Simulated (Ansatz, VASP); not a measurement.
# AlIn2N3 in two plane-wave programs

One calculation is typed for both programs; each brings its own data sets. How far apart do they land? The cell is taken from a series of runs on this material, whose earlier steps may have relaxed, scaled, displaced or heated it; both programs get it as it stands.

Program: Ansatz 0.2.0. Level of theory: plane waves, with VASP 6.6.1 beside it; HSE06 form with 5 % exact exchange, screening 0.2078 1/A with an exact-exchange share of 0.05. Results are calculated unless marked as measured.

### 1. Set-up

Symmetry: Cmc2_1, No. 36, orthorhombic system. Conventional cell: a = 10.296 Å, b = 5.926 Å, c = 5.500 Å, α = 90.00°, β = 90.00°, γ = 90.00°. Nearest to Al lie 4 N at 1.90 to 1.92 Å. Nearest to In lie 4 N at 2.18 to 2.20 Å. N has 1 Al at 1.90 Å and 3 In at 2.18 to 2.20 Å nearest. Nearest to N lie 2 Al at 1.91 to 1.92 Å and 2 In at 2.19 Å. Farther neighbours and most contacts between anions are not listed.

As a file:

```cif
data_structure
_symmetry_space_group_name_H-M 'Cmc2_1'
_symmetry_Int_Tables_number 36
_cell_length_a 10.2962
_cell_length_b 5.9257
_cell_length_c 5.5000
_cell_angle_alpha 90.000
_cell_angle_beta 90.000
_cell_angle_gamma 90.000
_cell_volume 335.57
loop_
_atom_site_label
_atom_site_type_symbol
_atom_site_symmetry_multiplicity
_atom_site_Wyckoff_symbol
_atom_site_fract_x
_atom_site_fract_y
_atom_site_fract_z
_atom_site_occupancy
Al1 Al 4 a 0.00000 0.65876 0.48922 1
In1 In 8 b 0.66185 0.67356 0.48712 1
N1 N 8 b 0.65091 0.68205 0.88564 1
N2 N 4 a 0.00000 0.63136 0.83727 1
```

### 2. VASP: G0W0 gap, HSE06 form with 5 % exact exchange, screening 0.2078 1/A with an exact-exchange share of 0.05

Quasiparticle shifts depend on high empty states and on the cores, so they are the hardest test of two PAW sets.

Lines of VASP's logs that name or quote its potential files are left out, and so is its time.

The run reads the wave functions of an earlier VASP run, which isn't shown here.

INCAR reads:

```
SYSTEM = AlIn2N3
PREC = Accurate
ENCUT = 450
ISMEAR = 0
SIGMA = 0.01
LREAL = .FALSE.
LHFCALC = .TRUE.
AEXX = 0.05
GGA = PE
HFSCREEN = 0.2078
LASPH = .TRUE.
NBANDS = 744
PRECFOCK = Fast
ALGO = EVGW0
NELMGW = 1
ENCUTGW = 150
NOMEGA = 64
NBANDSGW = 56
LWAVE = .FALSE.
LCHARG = .FALSE.
```

POSCAR reads:

```
AlIn2N3
1.0
    5.1481021059     -2.9628729689      0.0000000000
    5.1481021059      2.9628729689      0.0000000000
    0.0000000000      0.0000000000      5.5000380000
Al In N
2 4 6
Direct
    0.3412430000      0.6587570000      0.9892180000
    0.6587570000      0.3412430000      0.4892180000
    0.9882950000      0.3354130000      0.9871210000
    0.6645870000      0.0117050000      0.9871210000
    0.0117050000      0.6645870000      0.4871210000
    0.3354130000      0.9882950000      0.4871210000
    0.9688550000      0.3329590000      0.3856370000
    0.6670410000      0.0311450000      0.3856370000
    0.0311450000      0.6670410000      0.8856370000
    0.3329590000      0.9688550000      0.8856370000
    0.3686430000      0.6313570000      0.3372660000
    0.6313570000      0.3686430000      0.8372660000
```

KPOINTS reads:

```
Automatic mesh
0
Gamma
3 3 2
0 0 0
```

PAW data sets: Al_GW, In_d_GW and N_GW (PBE family, release 64).

Started as:

```
> mpirun -np 8 vasp_std
```

Numbers of over 12 decimals in the logs are rounded to 6 here.

The log of the run:

```text
[banner, memory and clock lines left out]
running    8 mpi-ranks, on    1 nodes
 distrk:  each k-point on    8 cores,    1 groups
 distr:  one band on    1 cores,    8 groups

 POSCAR found type information on POSCAR AlInN
 POSCAR found :  3 types and      12 ions
|                                                                             |
|           W    W    AA    RRRRR   N    N  II  N    N   GGGG   !!!           |
|           W    W   A  A   R    R  NN   N  II  NN   N  G    G  !!!           |
|           W    W  A    A  R    R  N N  N  II  N N  N  G       !!!           |
|           W WW W  AAAAAA  RRRRR   N  N N  II  N  N N  G  GGG   !            |
|           WW  WW  A    A  R   R   N   NN  II  N   NN  G    G                |
|           W    W  A    A  R    R  N    N  II  N    N   GGGG   !!!           |
|                                                                             |
|     For optimal performance we recommend to set                             |
|       NCORE = 2 up to number-of-cores-per-socket                            |
|     NCORE specifies how many cores store one orbital (NPAR=cpu/NCORE).      |
|     This setting can greatly improve the performance of VASP for DFT.       |
|     The default, NCORE=1 might be grossly inefficient on modern             |
|     multi-core architectures or massively parallel machines. Do your        |
|     Unfortunately you need to use the default for GW and RPA                |
|     calculations (for HF NCORE is supported but not extensively tested      |
|     yet).                                                                   |
|                                                                             |

|                                                                             |
|           W    W    AA    RRRRR   N    N  II  N    N   GGGG   !!!           |
|           W    W   A  A   R    R  NN   N  II  NN   N  G    G  !!!           |
|           W    W  A    A  R    R  N N  N  II  N N  N  G       !!!           |
|           W WW W  AAAAAA  RRRRR   N  N N  II  N  N N  G  GGG   !            |
|           WW  WW  A    A  R   R   N   NN  II  N   NN  G    G                |
|           W    W  A    A  R    R  N    N  II  N    N   GGGG   !!!           |
|                                                                             |
|     The default for ENCUTGWSOFT is different in this version of VASP.       |
|     please manually set ENCUTGWSOFT =150 in the INCAR file.                 |
|                                                                             |

 LDA part: xc-table for (Slater+PW92), standard interpolation
 found WAVECAR, reading the header
 POSCAR, INCAR and KPOINTS ok, starting setup
 FFT: planning ... GRIDC
 FFT: planning ... GRID_SOFT
 FFT: planning ... GRID
 reading WAVECAR
 the WAVECAR file was read successfully
 initial charge from wavefunction
 available memory per node:     33.59 GB, setting MAXMEM to     34400

 The Fermi energy was updated, please check that it is located mid-gap
 values below the HOMO (VB) or above the LUMO (CB) will cause erroneous energies
 E-fermi :   4.9134

 calculate exact exchange contribution
 the WAVEDER file was read successfully
energies w=
    0.000    0.000    0.435    0.000    0.869    0.000    1.300    0.000
    1.729    0.000    2.155    0.000    2.576    0.000    2.992    0.000
    3.403    0.000    3.808    0.000    4.208    0.000    4.602    0.000
    4.991    0.000    5.374    0.000    5.753    0.000    6.128    0.000
    6.498    0.000    6.865    0.000    7.230    0.000    7.592    0.000
    7.953    0.000    8.313    0.000    8.674    0.000    9.036    0.000
    9.399    0.000    9.766    0.000   10.136    0.000   10.512    0.000
   10.894    0.000   11.283    0.000   11.680    0.000   12.088    0.000
   12.508    0.000   12.942    0.000   13.391    0.000   13.857    0.000
   14.345    0.000   14.855    0.000   15.392    0.000   15.960    0.000
   16.562    0.000   17.203    0.000   17.891    0.000   18.630    0.000
   19.431    0.000   20.303    0.000   21.257    0.000   22.310    0.000
   23.478    0.000   24.786    0.000   26.261    0.000   27.940    0.000
   29.874    0.000   32.124    0.000   34.779    0.000   37.960    0.000
   41.840    0.000   46.680    0.000   52.880    0.000   61.101    0.000
   72.509    0.000   89.371    0.000  116.771    0.000  168.931    0.000
 responsefunction array rank=     736
 LDA part: xc-table for (Slater+PW92), standard interpolation

 min. memory requirement per mpi rank    910.6 MB, per node   7285.1 MB

 allocating   8 responsefunctions rank=   736
 shmem allocating  64 responsefunctions rank=   736
 response function shared by NCSHMEM nodes    1
 Doing            8  frequencies on each core in blocks of           64
NQ=   1    0.0000    0.0000    0.0000,
|.........|.........|.........|.........|.........|.........|.........|.........
 performed       1775000 updates of chi_q(r,r)
 total number of BLAS operations       6742.65 Gflops
NQ=   2    0.3333    0.0000    0.0000,
|.........|.........|.........|.........|.........|.........|.........|.........
 performed       4383000 updates of chi_q(r,r)
 total number of BLAS operations      16910.42 Gflops
NQ=   3    0.3333    0.3333    0.0000,
|.........|.........|.........|.........|.........|.........|.........|.........
 performed       6658000 updates of chi_q(r,r)
 total number of BLAS operations      25829.95 Gflops
NQ=   4   -0.3333    0.3333    0.0000,
|.........|.........|.........|.........|.........|.........|.........|.........
 performed       8766000 updates of chi_q(r,r)
 total number of BLAS operations      34819.92 Gflops
NQ=   5    0.0000    0.0000    0.5000,
|.........|.........|.........|.........|.........|.........|.........|.........
 performed      10541000 updates of chi_q(r,r)
 total number of BLAS operations      41195.82 Gflops
NQ=   6    0.3333    0.0000    0.5000,
|.........|.........|.........|.........|.........|.........|.........|.........
 performed      13149000 updates of chi_q(r,r)
 total number of BLAS operations      51363.59 Gflops
NQ=   7    0.3333    0.3333    0.5000,
|.........|.........|.........|.........|.........|.........|.........|.........
 performed      15424000 updates of chi_q(r,r)
 total number of BLAS operations      60232.23 Gflops
NQ=   8   -0.3333    0.3333    0.5000,
|.........|.........|.........|.........|.........|.........|.........|.........
 performed      17532000 updates of chi_q(r,r)
 total number of BLAS operations      68171.13 Gflops
 resolving degeneracies of screened two electron integrals

 calculate QP shifts <psi_nk| G(iteration)W_0 |psi_nk>: iteration 1
 entering main loop
```

OUTCAR, selected parts (step 2):

```text
ion  position               nearest neighbor table
   1  0.341  0.659  0.989-   9 1.90  10 1.90  12 1.91  11 1.92
   2  0.659  0.341  0.489-   7 1.90   8 1.90  11 1.91  12 1.92
   3  0.988  0.335  0.987-   9 2.18  10 2.18  12 2.19   7 2.20
   4  0.665  0.012  0.987-  10 2.18   9 2.18  12 2.19   8 2.20
   5  0.012  0.665  0.487-   7 2.18   8 2.18  11 2.19   9 2.20
   6  0.335  0.988  0.487-   8 2.18   7 2.18  11 2.19  10 2.20
   7  0.969  0.333  0.386-   2 1.90   5 2.18   6 2.18   3 2.20
   8  0.667  0.031  0.386-   2 1.90   6 2.18   5 2.18   4 2.20
   9  0.031  0.667  0.886-   1 1.90   3 2.18   4 2.18   5 2.20
  10  0.333  0.969  0.886-   1 1.90   4 2.18   3 2.18   6 2.20
  11  0.369  0.631  0.337-   2 1.91   1 1.92   5 2.19   6 2.19
  12  0.631  0.369  0.837-   1 1.91   2 1.92   3 2.19   4 2.19

  LATTYP: Found a base centered orthorhombic cell.
 ALAT       =     5.9257459378
 B/A-ratio  =     1.7375372350
 C/A-ratio  =     0.9281596035

 Subroutine GETGRP returns: Found  4 space group operations
 (whereof  2 operations were pure point group operations)

The static configuration has the point symmetry C_1h.
 The point group associated with its full space group is C_2v.

 Found      8 irreducible k-points:

   k-points           NKPTS =      8   k-points in BZ     NKDIM =     18   number of bands    NBANDS=    744

   dimension x,y,z NGX =    42 NGY =   42 NGZ =   40
   dimension x,y,z NGXF=    84 NGYF=   84 NGZF=   80

   ENCUT  =  450.0 eV  33.07 Ry    5.75 a.u.  10.27 10.27  9.51*2*pi/ulx,y,z

   NELECT =      88.0000    total number of electrons

  energy-cutoff  :      450.00
  volume of cell :      167.79
      direct lattice vectors                 reciprocal lattice vectors
     5.148102106 -2.962872969  0.000000000     0.097123171 -0.168755126  0.000000000
     5.148102106  2.962872969  0.000000000     0.097123171  0.168755126  0.000000000
     0.000000000  0.000000000  5.500038000     0.000000000  0.000000000  0.181816926

 k-points in reciprocal lattice and weights: Automatic mesh
   0.00000000  0.00000000  0.00000000       0.056
   0.33333333  0.00000000  0.00000000       0.222
   0.33333333  0.33333333  0.00000000       0.111
  -0.33333333  0.33333333  0.00000000       0.111
   0.00000000  0.00000000  0.50000000       0.056
   0.33333333  0.00000000  0.50000000       0.222
   0.33333333  0.33333333  0.50000000       0.111
  -0.33333333  0.33333333  0.50000000       0.111

 E-fermi :   4.9134

 QP shifts <psi_nk| G(iteration)W_0 |psi_nk>: iteration 1
 for sc-GW calculations column KS-energies equals QP-energies in previous step
 and V_xc(KS)=  KS-energies - (<T + V_ion + V_H > + <T+V_H+V_ion>^1  + <V_x>^1)
 k-point   1 :       0.0000    0.0000    0.0000
  band No.  KS-energies  QP-energies   sigma(KS)   V_xc(KS)     V^pw_x(r,r')   Z            occupation Imag(sigma)
    ...
     41       3.7801       3.4036     -16.7175     -16.1953     -19.5760       0.7210       2.0000       0.0817
     42       4.3274       3.9935     -17.2133     -16.7499     -20.1427       0.7205       2.0000       0.0813
     43       4.3660       4.0599     -17.2137     -16.7904     -19.9743       0.7233       2.0000       0.0795
     44       4.3776       4.0753     -17.3126     -16.8947     -20.0956       0.7233       2.0000       0.0810
     45       5.4492       5.7132     -12.2838     -12.6329      -9.0598       0.7562       0.0000      -0.0453
     46       8.0360       8.3800     -11.5296     -11.9813      -7.3041       0.7617       0.0000      -0.0383
     47       9.5743       9.7233      -9.7874      -9.9828      -5.4892       0.7628       0.0000      -0.0561
     48       9.9226       9.9778      -9.1239      -9.1957      -4.7982       0.7683       0.0000      -0.0584
    ...

 k-point   2 :       0.3333    0.0000    0.0000
  band No.  KS-energies  QP-energies   sigma(KS)   V_xc(KS)     V^pw_x(r,r')   Z            occupation Imag(sigma)
    ...
     41       3.2521       2.8406     -16.2095     -15.6344     -19.1529       0.7156       2.0000       0.0846
     42       3.6194       3.2372     -16.3351     -15.8037     -19.1337       0.7192       2.0000       0.0819
     43       4.0400       3.7002     -16.9531     -16.4815     -19.8073       0.7206       2.0000       0.0809
     44       4.0672       3.7092     -16.9605     -16.4628     -19.9046       0.7194       2.0000       0.0812
     45       7.2013       7.5741     -13.4111     -13.9131     -10.0424       0.7425       0.0000      -0.0436
     46       9.0150       9.4973     -13.0044     -13.6570      -8.7551       0.7390       0.0000      -0.0473
     47       9.1800       9.6600     -12.8234     -13.4716      -8.4585       0.7405       0.0000      -0.0437
     48       9.8122      10.1767     -11.5648     -12.0496      -7.0993       0.7519       0.0000      -0.0456
    ...

 k-point   3 :       0.3333    0.3333    0.0000
  band No.  KS-energies  QP-energies   sigma(KS)   V_xc(KS)     V^pw_x(r,r')   Z            occupation Imag(sigma)
    ...
     41       3.4283       3.0257     -16.3289     -15.7681     -19.2145       0.7177       2.0000       0.0816
     42       3.4367       3.0399     -16.4881     -15.9347     -19.4711       0.7171       2.0000       0.0835
     43       4.0696       3.7348     -16.8950     -16.4307     -19.7078       0.7210       2.0000       0.0802
     44       4.0977       3.7446     -16.9390     -16.4486     -19.8603       0.7199       2.0000       0.0813
     45       7.1926       7.5614     -13.3777     -13.8736     -10.0134       0.7436       0.0000      -0.0437
     46       8.9713       9.4383     -12.6368     -13.2640      -8.3118       0.7447       0.0000      -0.0418
     47       9.1526       9.6287     -12.9413     -13.5856      -8.6654       0.7389       0.0000      -0.0494
     48       9.5005       9.9242     -12.0884     -12.6572      -7.6928       0.7449       0.0000      -0.0468
    ...

 k-point   4 :      -0.3333    0.3333    0.0000
  band No.  KS-energies  QP-energies   sigma(KS)   V_xc(KS)     V^pw_x(r,r')   Z            occupation Imag(sigma)
    ...
     41       3.5768       3.1867     -16.2139     -15.6696     -19.0651       0.7167       2.0000       0.0820
     42       3.6519       3.2737     -16.8573     -16.3299     -19.9460       0.7172       2.0000       0.0817
     43       3.8834       3.5249     -16.7998     -16.3018     -19.6723       0.7201       2.0000       0.0813
     44       4.2399       3.9293     -16.9823     -16.5528     -19.6903       0.7233       2.0000       0.0814
     45       8.2526       8.7064     -13.2092     -13.8210      -9.2421       0.7417       0.0000      -0.0446
     46       8.3154       8.7519     -12.9405     -13.5275      -8.9158       0.7435       0.0000      -0.0458
     47       8.6157       8.9678     -11.9641     -12.4338      -7.8587       0.7496       0.0000      -0.0523
     48       9.6349      10.0193     -11.5379     -12.0480      -6.9679       0.7535       0.0000      -0.0386
    ...

[... 4 further parts left out ...]
```

The k-mesh is coarse for exact exchange; levels may shift by about 0.1 eV on a finer one.

(Continued in part 2 of 2.)

[Lines on the potential files, build, host, timing and source positions are cut from VASP's logs without a mark.]

[Logs are printed without paths, hosts, clocks, repeated set-up lines and the standing remarks that a program may print on its own settings, such as how far it seeks lower states.]

[Hosts, paths, dates, database ids (printed as entryN), source tags and the programs' standing remarks are cut or masked in the printed files.]
